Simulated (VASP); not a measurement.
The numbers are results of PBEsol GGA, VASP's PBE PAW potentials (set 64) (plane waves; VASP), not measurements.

Input for VASP

### KPOINTS
```
Regular mesh
0
G
9 9 9
0 0 0
```

### INCAR
```
SYSTEM=DyTe
PREC=Accurate; ENCUT=400; LREAL=.False.
LASPH=.True.
EDIFF=1E-6; NELM=100; ALGO=Normal
LMAXMIX=6
ISMEAR=1; SIGMA=0.1
GGA=PS
IBRION=2; NSW=60; ISIF=3
EDIFFG=-0.01
LWAVE=.False.; LCHARG=.False.
```

POSCAR:
```
DyTe
1.0
  0.0000000000   3.0315140771   3.0315140771
  3.0315140771   0.0000000000   3.0315140771
  3.0315140771   3.0315140771   0.0000000000
Dy Te
1 1
direct
  0.0000000000   0.0000000000   0.0000000000
  0.5000000000   0.5000000000   0.5000000000
```

POTCAR, in this order: Dy_3 Te (PBE.64 set). Program: vasp_std.

Output

### OUTCAR
```
 ion  position               nearest neighbor table
   1  0.000  0.000  0.000-   2 3.03   2 3.03   2 3.03   2 3.03   2 3.03   2 3.03
   2  0.500  0.500  0.500-   1 3.03   1 3.03   1 3.03   1 3.03   1 3.03   1 3.03
  LATTYP: Found a face centered cubic cell.
 ALAT       =     6.0630281542
 Subroutine PRICEL returns:
 Original cell was already a primitive cell.
 Subroutine GETGRP returns: Found 48 space group operations
The static configuration has the point symmetry O_h .
The dynamic configuration has the point symmetry O_h .
 Subroutine INISYM returns: Found 48 space group operations
 Subroutine IBZKPT returns following result:
 Found     35 irreducible k-points:

 Following reciprocal coordinates:
            Coordinates               Weight
  0.000000  0.000000  0.000000      1.000000
  0.111111  0.000000  0.000000      8.000000
  0.222222  0.000000  0.000000      8.000000
  0.333333  0.000000  0.000000      8.000000
  0.444444  0.000000  0.000000      8.000000
  0.111111  0.111111  0.000000      6.000000
  0.222222  0.111111  0.000000     24.000000
  0.333333  0.111111  0.000000     24.000000
  0.444444  0.111111  0.000000     24.000000
 -0.444444  0.111111  0.000000     24.000000
 -0.333333  0.111111  0.000000     24.000000
 -0.222222  0.111111  0.000000     24.000000
 -0.111111  0.111111  0.000000     12.000000
  0.222222  0.222222  0.000000      6.000000
  0.333333  0.222222  0.000000     24.000000
  0.444444  0.222222  0.000000     24.000000
 -0.444444  0.222222  0.000000     24.000000
 -0.333333  0.222222  0.000000     24.000000
 -0.222222  0.222222  0.000000     12.000000
  0.333333  0.333333  0.000000      6.000000
  0.444444  0.333333  0.000000     24.000000
 -0.444444  0.333333  0.000000     24.000000
 -0.333333  0.333333  0.000000     12.000000
  0.444444  0.444444  0.000000      6.000000
...
```

### OSZICAR
```
       N       E                     dE             d eps       ncg     rms          rms(c)
DAV:   1     0.384813918746E+02    0.38481E+02   -0.54562E+03   786   0.903E+02
DAV:   2    -0.790634221805E+01   -0.46388E+02   -0.44250E+02   858   0.229E+02
DAV:   3    -0.110574206920E+02   -0.31511E+01   -0.29453E+01  1087   0.389E+01
DAV:   4    -0.111726925833E+02   -0.11527E+00   -0.11369E+00  1094   0.774E+00
DAV:   5    -0.111767479543E+02   -0.40554E-02   -0.40159E-02  1108   0.100E+00    0.202E+01
DAV:   6    -0.111579188766E+02    0.18829E-01   -0.64240E-02  1221   0.186E+00    0.124E+01
DAV:   7    -0.111645236367E+02   -0.66048E-02   -0.42756E-02  1217   0.183E+00    0.297E-01
DAV:   8    -0.111626547054E+02    0.18689E-02   -0.96739E-03  1217   0.669E-01    0.846E-02
DAV:   9    -0.111626708654E+02   -0.16160E-04   -0.30462E-04   929   0.138E-01    0.668E-02
DAV:  10    -0.111626704280E+02    0.43737E-06   -0.14580E-05   932   0.308E-02    0.265E-02
DAV:  11    -0.111626704650E+02   -0.36975E-07   -0.19362E-06   780   0.118E-02
   1 F= -.11162670E+02 E0= -.11162427E+02  d E =-.111627E+02
```

OUTCAR:
```
------------------------ aborting loop because EDIFF is reached ----------------------------------------
  FORCE on cell =-STRESS in cart. coord.  units (eV):
  Direction    XX          YY          ZZ          XY          YZ          ZX
  --------------------------------------------------------------------------------------
  Total       -0.0188261     -0.0188261     -0.0188261     -0.0000000      0.0000000     -0.0000000
  in kB       -0.5413295     -0.5413295     -0.5413295     -0.0000000      0.0000000     -0.0000000
  external PRESSURE =      -0.5413295 kB  Pullay stress =       0.0000000 kB
  volume of cell :       55.72
      direct lattice vectors                 reciprocal lattice vectors
     0.000000000  3.031514077  3.031514077    -0.164934085  0.164934085  0.164934085
     3.031514077  0.000000000  3.031514077     0.164934085 -0.164934085  0.164934085
     3.031514077  3.031514077  0.000000000     0.164934085  0.164934085 -0.164934085
 POSITION                                       TOTAL-FORCE (eV/Angst)
 -----------------------------------------------------------------------------------
      0.00000      0.00000      0.00000         0.000000     -0.000000      0.000000
      3.03151      3.03151      3.03151        -0.000000      0.000000     -0.000000
 -----------------------------------------------------------------------------------
    total drift:                                0.000000      0.000000      0.000000
  FREE ENERGIE OF THE ION-ELECTRON SYSTEM (eV)
  ---------------------------------------------------
  free  energy   TOTEN  =       -11.1626704650 eV

  energy  without entropy=      -11.1619391822  energy(sigma->0) =      -11.16242670

 reached required accuracy - stopping structural energy minimisation
```
(Selected blocks of OUTCAR.)

The 4f electrons are frozen in the core of the lanthanide potential, so 4f levels, which can set the real gap, and their magnetism are missing.

The structure comes from a measured DyTe entry (Fm-3m) of the Crystallography Open Database, whose conditions weren't checked. It was relaxed first. The start is the result of an earlier pass. The electron count is odd and the run is not spin-polarised, which forces a metal.
